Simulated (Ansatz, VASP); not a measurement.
# Cross-check of TiB2 between VASP and Ansatz, part 2 of 2

Wanted: the spread between two codes on one cell, functional and k mesh. The cell is taken from a series of runs on this material, whose earlier steps may have relaxed, scaled, displaced or heated it; both programs get it as it stands.

VASP 6.6.1 and Ansatz 0.2.0.

So far: Starting point; Ansatz: zone-centre phonons, PBE.

## (3) VASP: zone-centre phonons, PBE

Level of this step: PBE; plane waves and PAW (Ti_sv, B) (VASP).

The same cell, functional, mesh and smearing now go to VASP, with its own data sets.

Lines of VASP's logs that name or quote its potential files are left out, and so is its time.

INCAR reads:

```
SYSTEM = TiB2
PREC = Accurate
ENCUT = 500
EDIFF = 1E-08
NELM = 120
ISMEAR = 1
SIGMA = 0.2
LREAL = .FALSE.
ALGO = Normal
GGA = PE
NBANDS = 15
LASPH = .TRUE.
LORBIT = 11
LWAVE = .FALSE.
LCHARG = .FALSE.
ISIF = 2
IBRION = 8
GGA_COMPAT = .FALSE.
KPAR = 2
```

POSCAR reads:

```
TiB2
1.0
    3.0319343622      0.0000000000      0.0000000000
   -1.5159671811      2.6257321803      0.0000000000
    0.0000000000      0.0000000000      3.2236752788
Ti B
1 2
Direct
    0.0000000000      0.0000000000      0.0000000000
    0.3333333333      0.6666666667      0.5000000000
    0.6666666667      0.3333333333      0.5000000000
```

KPOINTS reads:

```
Automatic mesh
0
Gamma
21 21 16
0 0 0
```

The projector-augmented-wave data sets are Ti_sv and B (PBE family, release 64).

Command:

```
$ mpirun -np 2 vasp_std
```

Numbers of over 12 decimals in the logs are rounded to 6 here.

What it wrote:

```text
[banner, memory and clock lines left out]
running    2 mpi-ranks, on    1 nodes
 distrk:  each k-point on    1 cores,    2 groups
 distr:  one band on    1 cores,    1 groups

 POSCAR found type information on POSCAR TiB
 POSCAR found :  2 types and       3 ions
 LDA part: xc-table for (Slater+PW92), standard interpolation
 POSCAR, INCAR and KPOINTS ok, starting setup
 FFT: planning ... GRIDC
 FFT: planning ... GRID_SOFT
 FFT: planning ... GRID
 WAVECAR not read
 entering main loop
       N       E                     dE             d eps       ncg     rms          rms(c)
DAV:   1     0.121511316295E+03    0.12151E+03   -0.89600E+03 12981   0.133E+03
DAV:   2    -0.219816128486E+02   -0.14349E+03   -0.13894E+03 13632   0.352E+02
DAV:   3    -0.293927863989E+02   -0.74112E+01   -0.73350E+01 18988   0.780E+01
DAV:   4    -0.295751076130E+02   -0.18232E+00   -0.18218E+00 15726   0.110E+01
DAV:   5    -0.295802498664E+02   -0.51423E-02   -0.51420E-02 19180   0.156E+00    0.167E+01
DAV:   6    -0.244280293934E+02    0.51522E+01   -0.21818E+01 18297   0.516E+01    0.378E+00
DAV:   7    -0.244282246416E+02   -0.19525E-03   -0.12575E+00 13984   0.128E+01    0.335E+00
DAV:   8    -0.244308163654E+02   -0.25917E-02   -0.89860E-02 21543   0.260E+00    0.835E-01
DAV:   9    -0.244296692707E+02    0.11471E-02   -0.36615E-02 16200   0.256E+00    0.251E-01
DAV:  10    -0.244291538292E+02    0.51544E-03   -0.33322E-03 17053   0.732E-01    0.677E-02
DAV:  11    -0.244291692109E+02   -0.15382E-04   -0.34267E-04 18503   0.210E-01    0.610E-02
DAV:  12    -0.244291498291E+02    0.19382E-04   -0.95763E-05 15103   0.129E-01    0.110E-02
DAV:  13    -0.244291495871E+02    0.24207E-06   -0.43277E-06 15859   0.195E-02    0.268E-03
DAV:  14    -0.244291495325E+02    0.54578E-07   -0.43217E-07 16014   0.581E-03    0.713E-04
DAV:  15    -0.244291495551E+02   -0.22598E-07   -0.62095E-08 18035   0.172E-03    0.497E-04
DAV:  16    -0.244291495644E+02   -0.92539E-08   -0.29199E-09  7887   0.546E-04
   1 F= -.24429150E+02 E0= -.24429351E+02  d E =0.605000E-03
 Linear response reoptimize wavefunctions to high precision
DAV:   1    -0.244291495683E+02   -0.39897E-08   -0.60937E-10  9184   0.222E-04
DAV:   2    -0.244291495684E+02   -0.16598E-10   -0.12328E-10  6956   0.934E-05
 Linear response DOF=           4
 Linear response progress:
  Degree of freedom:   1/  4
       N       E                     dE             d eps       ncg     rms          rms(c)
RMM:   1    -0.706617301788E+00   -0.70662E+00    0.38025E+00 33013   0.137E+02
RMM:   2    -0.668616259269E+00    0.38001E-01   -0.33295E-01 55219   0.516E+00    0.178E-01
RMM:   3    -0.666777997153E+00    0.18383E-02   -0.22384E-02 65061   0.124E+00    0.784E-02
RMM:   4    -0.666593472185E+00    0.18452E-03   -0.13403E-02 73694   0.571E-01    0.206E-02
RMM:   5    -0.667465233608E+00   -0.87176E-03   -0.11340E-03 75266   0.190E-01    0.108E-02
RMM:   6    -0.667834198496E+00   -0.36896E-03   -0.29422E-04 77189   0.834E-02    0.395E-03
RMM:   7    -0.667990377913E+00   -0.15618E-03   -0.64300E-05 77392   0.368E-02    0.120E-03
RMM:   8    -0.668038218525E+00   -0.47841E-04   -0.22922E-05 79264   0.164E-02    0.249E-04
RMM:   9    -0.668048930071E+00   -0.10712E-04   -0.11568E-05 80876   0.842E-03    0.117E-04
RMM:  10    -0.668052190681E+00   -0.32606E-05   -0.91246E-06 81532   0.442E-03    0.107E-04
RMM:  11    -0.668056602996E+00   -0.44123E-05   -0.77236E-06 78732   0.270E-03    0.451E-05
RMM:  12    -0.668060820416E+00   -0.42174E-05   -0.67825E-06 76613   0.180E-03    0.587E-05
RMM:  13    -0.668057890057E+00    0.29304E-05   -0.61446E-06 77267   0.127E-03    0.413E-05
RMM:  14    -0.668058066888E+00   -0.17683E-06   -0.56665E-06 81685   0.955E-04    0.469E-05
[...]
RMM:  18    -0.668059261747E+00   -0.37414E-08   -0.38641E-06 74405   0.469E-04    0.385E-05
RMM:  19    -0.668058954429E+00    0.30732E-06   -0.34815E-06 72269   0.419E-04    0.516E-05
RMM:  20    -0.668058993558E+00   -0.39129E-07   -0.31868E-06 77846   0.365E-04    0.534E-05
RMM:  21    -0.668059260547E+00   -0.26699E-06   -0.32173E-06 68963   0.329E-04    0.541E-05
RMM:  22    -0.668059361318E+00   -0.10077E-06   -0.34277E-06 67601   0.301E-04    0.638E-05
RMM:  23    -0.668059219496E+00    0.14182E-06   -0.17409E-06 67716   0.270E-04    0.720E-05
RMM:  24    -0.668059326723E+00   -0.10723E-06   -0.16095E-06 71402   0.237E-04    0.735E-05
RMM:  25    -0.668059380273E+00   -0.53550E-07   -0.21835E-06 59269   0.213E-04    0.750E-05
 first order change of Fermi-energy   0.20041E-03
 force on displaced ion       1 direction 1 : -14.314   0.000   0.000
 Linear response progress:
  Degree of freedom:   2/  4
       N       E                     dE             d eps       ncg     rms          rms(c)
RMM:   1    -0.815731563295E+00   -0.81573E+00   -0.40953E+00 13264   0.133E+02
RMM:   2    -0.765385200753E+00    0.50346E-01   -0.31053E-01 21359   0.476E+00    0.194E-01
RMM:   3    -0.764384663914E+00    0.10005E-02   -0.23655E-02 25003   0.118E+00    0.871E-02
RMM:   4    -0.764924701256E+00   -0.54004E-03   -0.17061E-02 27700   0.583E-01    0.274E-02
RMM:   5    -0.765889800147E+00   -0.96510E-03   -0.14098E-03 29176   0.190E-01    0.210E-02
RMM:   6    -0.767351815003E+00   -0.14620E-02   -0.28758E-04 25597   0.973E-02    0.127E-02
RMM:   7    -0.766880965695E+00    0.47085E-03   -0.84012E-05 27510   0.425E-02    0.114E-03
RMM:   8    -0.766923317458E+00   -0.42352E-04   -0.27355E-05 30416   0.195E-02    0.504E-04
RMM:   9    -0.766932432767E+00   -0.91153E-05   -0.13478E-05 30826   0.983E-03    0.228E-04
RMM:  10    -0.766927518825E+00    0.49139E-05   -0.91546E-06 31050   0.565E-03    0.160E-04
RMM:  11    -0.766930009000E+00   -0.24902E-05   -0.82611E-06 30584   0.349E-03    0.129E-04
RMM:  12    -0.766933312561E+00   -0.33036E-05   -0.62806E-06 30310   0.244E-03    0.741E-05
RMM:  13    -0.766939631320E+00   -0.63188E-05   -0.55973E-06 28595   0.189E-03    0.729E-05
RMM:  14    -0.766936761946E+00    0.28694E-05   -0.64378E-06 29479   0.146E-03    0.207E-05
RMM:  15    -0.766937083034E+00   -0.32109E-06   -0.55299E-06 30499   0.116E-03    0.209E-05
RMM:  16    -0.766937006985E+00    0.76050E-07   -0.51026E-06 30883   0.972E-04    0.331E-05
RMM:  17    -0.766937301232E+00   -0.29425E-06   -0.43587E-06 29286   0.826E-04    0.305E-05
RMM:  18    -0.766937389202E+00   -0.87970E-07   -0.40296E-06 30950   0.711E-04    0.325E-05
RMM:  19    -0.766937411294E+00   -0.22092E-07   -0.35689E-06 30947   0.620E-04    0.354E-05
 first order change of Fermi-energy   0.21443E-02
 force on displaced ion       1 direction 3 :  -0.000  -0.000 -14.534
 Linear response progress:
  Degree of freedom:   3/  4
       N       E                     dE             d eps       ncg     rms          rms(c)
RMM:   1    -0.500269181616E-01   -0.50027E-01   -0.25137E-02138468   0.138E+00
RMM:   2    -0.446000920737E-01    0.54268E-02   -0.29167E-03115094   0.365E-01    0.163E-01
RMM:   3    -0.444978059998E-01    0.10229E-03   -0.10966E-03116436   0.185E-01    0.817E-02
RMM:   4    -0.451011706173E-01   -0.60336E-03   -0.78308E-04116534   0.143E-01    0.941E-03
RMM:   5    -0.450876438558E-01    0.13527E-04   -0.14293E-04140660   0.544E-02    0.338E-03
RMM:   6    -0.451139045740E-01   -0.26261E-04   -0.33359E-05146852   0.235E-02    0.144E-03
RMM:   7    -0.451067538402E-01    0.71507E-05   -0.58188E-06144110   0.975E-03    0.448E-04
RMM:   8    -0.451127076462E-01   -0.59538E-05   -0.12287E-06146740   0.470E-03    0.248E-04
RMM:   9    -0.451107944028E-01    0.19132E-05   -0.23984E-07146898   0.231E-03    0.735E-05
RMM:  10    -0.451112383835E-01   -0.44398E-06   -0.17363E-07148464   0.117E-03    0.199E-05
RMM:  11    -0.451112573938E-01   -0.19010E-07   -0.51824E-08150456   0.600E-04    0.173E-05
RMM:  12    -0.451112600935E-01   -0.26997E-08   -0.29989E-08147273   0.330E-04    0.154E-05
 first order change of Fermi-energy   0.50546E-04
 force on displaced ion       2 direction 1 : -19.055   0.000   0.000
 Linear response progress:
  Degree of freedom:   4/  4
       N       E                     dE             d eps       ncg     rms          rms(c)
RMM:   1    -0.462244563770E-01   -0.46224E-01    0.12367E-02 43602   0.171E+00
RMM:   2    -0.443491774179E-01    0.18753E-02   -0.24574E-03 40080   0.346E-01    0.125E-01
RMM:   3    -0.443491344433E-01    0.42975E-07   -0.10233E-03 40932   0.183E-01    0.615E-02
RMM:   4    -0.448259972882E-01   -0.47686E-03   -0.54726E-04 41680   0.128E-01    0.126E-02
RMM:   5    -0.448759058839E-01   -0.49909E-04   -0.11889E-04 47495   0.543E-02    0.380E-03
RMM:   6    -0.449077713594E-01   -0.31865E-04   -0.23329E-05 49411   0.243E-02    0.150E-03
RMM:   7    -0.448939569704E-01    0.13814E-04   -0.53637E-06 48911   0.111E-02    0.544E-04
RMM:   8    -0.448961741650E-01   -0.22172E-05   -0.13765E-06 50021   0.556E-03    0.179E-04
RMM:   9    -0.448962544231E-01   -0.80258E-07   -0.88626E-07 49682   0.265E-03    0.132E-04
RMM:  10    -0.448963601896E-01   -0.10577E-06   -0.71728E-07 49606   0.137E-03    0.537E-05
RMM:  11    -0.448967907535E-01   -0.43056E-06   -0.46585E-07 49053   0.672E-04    0.224E-05
RMM:  12    -0.448967608084E-01    0.29945E-07   -0.26485E-07 51378   0.364E-04    0.729E-06
RMM:  13    -0.448967682211E-01   -0.74127E-08   -0.19133E-07 51619   0.186E-04    0.285E-06
RMM:  14    -0.448967434789E-01    0.24742E-07   -0.87958E-08 50564   0.101E-04    0.628E-06
RMM:  15    -0.448967448744E-01   -0.13955E-08   -0.55442E-08 50973   0.545E-05    0.979E-06
 first order change of Fermi-energy  -0.24873E-03
 force on displaced ion       2 direction 3 :   0.000  -0.000  -9.668
 Linear response finished
```

OUTCAR, selected parts (step 3):

```text
ion  position               nearest neighbor table
   1  0.000  0.000  0.000-   2 2.38   3 2.38   2 2.38   3 2.38   3 2.38   3 2.38   2 2.38   2 2.38
                             3 2.38   3 2.38   2 2.38   2 2.38
   2  0.333  0.667  0.500-   3 1.75   3 1.75   3 1.75   1 2.38   1 2.38   1 2.38   1 2.38   1 2.38
                             1 2.38
   3  0.667  0.333  0.500-   2 1.75   2 1.75   2 1.75   1 2.38   1 2.38   1 2.38   1 2.38   1 2.38
                             1 2.38

  LATTYP: Found a hexagonal cell.
 ALAT       =     3.0319343622
 C/A-ratio  =     1.0632404576

 Subroutine GETGRP returns: Found 24 space group operations
 (whereof 24 operations were pure point group operations)

The static configuration has the point symmetry D_6h.

 Found    432 irreducible k-points:

   k-points           NKPTS =    432   k-points in BZ     NKDIM =    432   number of bands    NBANDS=     15

   dimension x,y,z NGX =    24 NGY =   24 NGZ =   24
   dimension x,y,z NGXF=    48 NGYF=   48 NGZF=   48

   ENCUT  =  500.0 eV  36.75 Ry    6.06 a.u.   5.53  5.53  5.88*2*pi/ulx,y,z

   NELECT =      18.0000    total number of electrons

 k-points in reciprocal lattice and weights: Automatic mesh
   0.00000000  0.00000000  0.00000000       0.000
   0.04761905  0.00000000  0.00000000       0.001
   0.09523810  0.00000000  0.00000000       0.001
   0.14285714  0.00000000  0.00000000       0.001
   0.19047619  0.00000000  0.00000000       0.001
   0.23809524  0.00000000  0.00000000       0.001
   0.28571429  0.00000000  0.00000000       0.001
   0.33333333  0.00000000  0.00000000       0.001
   0.38095238  0.00000000  0.00000000       0.001
[...]
0.33333333  0.28571429  0.50000000       0.002
   0.33333333  0.33333333  0.50000000       0.000

 average (electrostatic) potential at core
       1 -70.9549       2 -22.3432       3 -22.3432

  Total        0.0325515      0.0325515      0.0341407      0.0000000      0.0000000      0.0000000
  in kB        2.0321727      2.0321727      2.1313829      0.0000000      0.0000000      0.0000000
  external PRESSURE =       2.0652427 kB  Pullay stress =       0.0000000 kB

  energy-cutoff  :      500.00
  volume of cell :       25.66
      direct lattice vectors                 reciprocal lattice vectors
     3.031934362  0.000000000  0.000000000     0.329822444  0.190423077  0.000000000
    -1.515967181  2.625732180  0.000000000     0.000000000  0.380846153  0.000000000
     0.000000000  0.000000000  3.223675279     0.000000000  0.000000000  0.310204941

 POSITION                                       TOTAL-FORCE (eV/Angst)
 -----------------------------------------------------------------------------------
      0.00000      0.00000      0.00000        -0.000000      0.000000     -0.000000
     -0.00000      1.75049      1.61184         0.000000      0.000000      0.000000
      1.51597      0.87524      1.61184        -0.000000      0.000000     -0.000000
 -----------------------------------------------------------------------------------
    total drift:                               -0.000000      0.000000      0.000000

 Eigenvectors and eigenvalues of the dynamical matrix
 ----------------------------------------------------

   1 f  =   26.462150 THz   166.266595 2PiTHz  882.682328 cm-1   109.438612 meV
             X         Y         Z           dx          dy          dz
      0.000000  0.000000  0.000000     0.000000    0.000000    0.000000
     -0.000000  1.750488  1.611838     0.000004   -0.707107   -0.000000
      1.515967  0.875244  1.611838    -0.000004    0.707107   -0.000000

   2 f  =   26.462150 THz   166.266595 2PiTHz  882.682328 cm-1   109.438612 meV
             X         Y         Z           dx          dy          dz
      0.000000  0.000000  0.000000     0.000000    0.000000    0.000000
     -0.000000  1.750488  1.611838     0.707107    0.000004    0.000000
      1.515967  0.875244  1.611838    -0.707107   -0.000004   -0.000000

   3 f  =   16.532702 THz   103.878032 2PiTHz  551.471590 cm-1    68.373732 meV
             X         Y         Z           dx          dy          dz
      0.000000  0.000000  0.000000    -0.000000   -0.000000    0.000000
     -0.000000  1.750488  1.611838     0.000000    0.000000   -0.707107
      1.515967  0.875244  1.611838     0.000000    0.000000    0.707107

   4 f  =   15.427075 THz    96.931173 2PiTHz  514.591845 cm-1    63.801229 meV
             X         Y         Z           dx          dy          dz
      0.000000  0.000000  0.000000    -0.000000   -0.000000    0.558314
     -0.000000  1.750488  1.611838     0.000000    0.000000   -0.586637
      1.515967  0.875244  1.611838     0.000000    0.000000   -0.586637

   5 f  =   15.307978 THz    96.182861 2PiTHz  510.619173 cm-1    63.308680 meV
             X         Y         Z           dx          dy          dz
      0.000000  0.000000  0.000000     0.000010   -0.558383   -0.000000
     -0.000000  1.750488  1.611838    -0.000010    0.586604    0.000000
      1.515967  0.875244  1.611838    -0.000010    0.586604    0.000000

   6 f  =   15.307978 THz    96.182861 2PiTHz  510.619173 cm-1    63.308680 meV
             X         Y         Z           dx          dy          dz
      0.000000  0.000000  0.000000     0.558383    0.000010    0.000000
     -0.000000  1.750488  1.611838    -0.586604   -0.000010   -0.000000
      1.515967  0.875244  1.611838    -0.586604   -0.000010   -0.000000

   7 f/i=    0.010260 THz     0.064464 2PiTHz    0.342231 cm-1     0.042431 meV
             X         Y         Z           dx          dy          dz
      0.000000  0.000000  0.000000    -0.000000   -0.000000   -0.829630
     -0.000000  1.750488  1.611838    -0.000000   -0.000000   -0.394788
      1.515967  0.875244  1.611838    -0.000000   -0.000000   -0.394788

   8 f/i=    0.011451 THz     0.071946 2PiTHz    0.381952 cm-1     0.047356 meV
             X         Y         Z           dx          dy          dz
      0.000000  0.000000  0.000000     0.295004   -0.775359    0.000000
     -0.000000  1.750488  1.611838     0.140406   -0.369029    0.000000
      1.515967  0.875244  1.611838     0.140406   -0.369029    0.000000

   9 f/i=    0.011451 THz     0.071946 2PiTHz    0.381952 cm-1     0.047356 meV
             X         Y         Z           dx          dy          dz
      0.000000  0.000000  0.000000    -0.775359   -0.295004    0.000000
     -0.000000  1.750488  1.611838    -0.369029   -0.140406    0.000000
      1.515967  0.875244  1.611838    -0.369029   -0.140406    0.000000

 ELASTIC MODULI CONTR FROM IONIC RELAXATION (kBar)
 Direction    XX          YY          ZZ          XY          YZ          ZX
 --------------------------------------------------------------------------------
 XX         -36.5092     36.5092      0.0000     -0.0000      0.0000      0.0000
 YY          36.5092    -36.5092      0.0000      0.0000      0.0000      0.0000
 ZZ           0.0000      0.0000      0.0000      0.0000      0.0000      0.0000
 XY          -0.0000      0.0000      0.0000    -36.5092      0.0000      0.0000
 YZ           0.0000      0.0000      0.0000      0.0000      0.0000      0.0000
 ZX           0.0000      0.0000      0.0000      0.0000      0.0000      0.0000
 --------------------------------------------------------------------------------
```

## (4) Side by side

Known differences besides the potentials themselves: the cutoff is 420 eV in Ansatz and 500 eV in VASP. Total energies have different zeros and are not compared.

Compared:

```csv
quantity,Ansatz,VASP,difference
optical mode 1 to 2 (cm⁻¹),510.2,510.6,-0.08 %
optical mode 3 (cm⁻¹),512.9,514.6,-0.34 %
optical mode 4 (cm⁻¹),551.1,551.5,-0.07 %
optical mode 5 to 6 (cm⁻¹),879.9,882.7,-0.31 %
```

Modes are paired by rising frequency, not by their patterns, so a pair may set unlike modes beside each other; they are those without the splitting of longitudinal modes.

## (5) Summary of results

```
r.m.s. difference of the optical zone-centre modes, each program's sorted by frequency (zone-centre phonons, PBE) : 1.8 cm⁻¹
```

**Reading.** The r.m.s. difference of the optical zone-centre modes, each program's sorted by frequency is 1.8 cm⁻¹ (zone-centre phonons, PBE). How closely two codes agree says nothing of how well the functional describes the real material.

[Lines on the potential files, build, host, timing and source positions are cut from VASP's logs without a mark.]

[Logs are printed without paths, hosts, clocks, repeated set-up lines and the standing remarks that a program may print on its own settings, such as how far it seeks lower states.]

[Hosts, paths, dates, database ids (printed as entryN), source tags and the programs' standing remarks are cut or masked in the printed files.]
